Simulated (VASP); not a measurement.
Output of a VASP run:

File OSZICAR:
```
       N       E                     dE             d eps       ncg     rms          rms(c)
DAV:   1     0.662609243157E+02    0.66261E+02   -0.81342E+03   950   0.104E+03
DAV:   2    -0.308542965486E+02   -0.97115E+02   -0.93351E+02  1095   0.275E+02
DAV:   3    -0.348507639588E+02   -0.39965E+01   -0.39889E+01  1040   0.584E+01
DAV:   4    -0.348795531003E+02   -0.28789E-01   -0.28783E-01  1050   0.480E+00
DAV:   5    -0.348799411425E+02   -0.38804E-03   -0.38804E-03  1055   0.540E-01    0.778E+00
DAV:   6    -0.295912084323E+02    0.52887E+01   -0.41125E+00   910   0.336E+01    0.947E+00
DAV:   7    -0.296002932961E+02   -0.90849E-02   -0.44219E-01   910   0.859E+00    0.542E+00
DAV:   8    -0.295822055350E+02    0.18088E-01   -0.37747E-01   910   0.560E+00    0.125E+00
DAV:   9    -0.296213254538E+02   -0.39120E-01   -0.22067E-01   910   0.424E+00    0.718E-01
DAV:  10    -0.296812265636E+02   -0.59901E-01   -0.27258E-02   910   0.156E+00    0.299E-01
DAV:  11    -0.296814366322E+02   -0.21007E-03   -0.62263E-03   960   0.930E-01    0.179E-01
DAV:  12    -0.296824628178E+02   -0.10262E-02   -0.25008E-03   920   0.583E-01    0.129E-01
DAV:  13    -0.296835484558E+02   -0.10856E-02   -0.22047E-03   910   0.577E-01    0.450E-02
DAV:  14    -0.296840727440E+02   -0.52429E-03   -0.13544E-04   955   0.136E-01    0.900E-03
DAV:  15    -0.296841209194E+02   -0.48175E-04   -0.27458E-05  1010   0.511E-02    0.726E-03
DAV:  16    -0.296841256625E+02   -0.47431E-05   -0.70466E-06   930   0.314E-02    0.559E-03
DAV:  17    -0.296841272251E+02   -0.15626E-05   -0.11285E-06   940   0.134E-02    0.327E-03
DAV:  18    -0.296841287202E+02   -0.14950E-05   -0.88526E-07   920   0.124E-02    0.100E-03
DAV:  19    -0.296841285571E+02    0.16302E-06   -0.26401E-07   920   0.537E-03    0.735E-04
DAV:  20    -0.296841286894E+02   -0.13230E-06   -0.37155E-08   555   0.277E-03    0.452E-04
DAV:  21    -0.296841286996E+02   -0.10142E-07   -0.51784E-09   470   0.687E-04
   1 F= -.29684129E+02 E0= -.29684129E+02  d E =0.000000E+00
       N       E                     dE             ncg
       N       E                     dE             ncg
```

**OUTCAR**
```
------------------------ aborting loop because EDIFF is reached ----------------------------------------
  FORCE on cell =-STRESS in cart. coord.  units (eV):
  Direction    XX          YY          ZZ          XY          YZ          ZX
  --------------------------------------------------------------------------------------
  Total       -0.0095221     -0.0095221     -0.0095221      0.0000000      0.0000000     -0.0000000
  in kB       -0.3008398     -0.3008398     -0.3008398      0.0000000      0.0000000     -0.0000000
  external PRESSURE =      -0.3008398 kB  Pullay stress =       0.0000000 kB
  volume of cell :       50.71
      direct lattice vectors                 reciprocal lattice vectors
     0.000000000  2.937824311  2.937824311    -0.170193976  0.170193976  0.170193976
     2.937824311  0.000000000  2.937824311     0.170193976 -0.170193976  0.170193976
     2.937824311  2.937824311  0.000000000     0.170193976  0.170193976 -0.170193976
  FREE ENERGIE OF THE ION-ELECTRON SYSTEM (eV)
  ---------------------------------------------------
  free  energy   TOTEN  =       -29.6841286996 eV

  energy  without entropy=      -29.6841286996  energy(sigma->0) =      -29.68412870

 total charge

# of ion       s       p       d       tot
------------------------------------------
    1        0.402   0.309   9.578  10.288
    2        1.311   2.422   0.000   3.733
--------------------------------------------------
tot          1.713   2.730   9.578  14.021
```
(Selected blocks of OUTCAR.)

POSCAR:
```
CdS
1
    0.0000000000     2.9378243109     2.9378243109
    2.9378243109     0.0000000000     2.9378243109
    2.9378243109     2.9378243109     0.0000000000
Cd S
1 1
Direct
  1.0000000000   0.0000000000   1.0000000000
  0.2500000000   0.2500000000   0.2500000000
```

Reconstruct the remaining input files.

Several could match; the one computed here: the input of the run itself, r2SCAN meta-GGA, plane waves, VASP's PBE PAW potentials (set 64).

### KPOINTS
```
Automatic mesh
0
Gamma
9 9 9
0 0 0
```

### INCAR
```
SYSTEM = CdS
PREC = Accurate
ENCUT = 400
EDIFF = 1E-7
NELM = 100
ALGO = Normal
LREAL = .FALSE.
LASPH = .TRUE.
ISMEAR = -5
METAGGA = R2SCAN
LMIXTAU = .TRUE.
LMAXMIX = 4
LWAVE = .FALSE.
LCHARG = .FALSE.
LORBIT = 11
NEDOS = 601
ISIF = 2
```

**KPOINTS_OPT**
```
k-points along high-symmetry lines
10
Line-mode
Reciprocal
  0.000000   0.000000   0.000000 ! GAMMA
 -0.500000  -0.500000   0.000000 ! X

 -0.500000  -0.500000   0.000000 ! X
 -0.375000  -0.375000   0.250000 ! U

 -0.375000  -0.000000   0.375000 ! K
  0.000000   0.000000   0.000000 ! GAMMA

  0.000000   0.000000   0.000000 ! GAMMA
 -0.000000  -0.000000   0.500000 ! L

 -0.000000  -0.000000   0.500000 ! L
 -0.500000  -0.250000   0.250000 ! W

 -0.500000  -0.250000   0.250000 ! W
 -0.500000  -0.500000   0.000000 ! X
```

POTCAR, in this order: Cd S (PBE.64 set). Program: vasp_std.

The structure was generated: CdS was put into the zinc blende type (F-43m), which need not be its known phase. It was relaxed first, which changed the volume by +7 %.
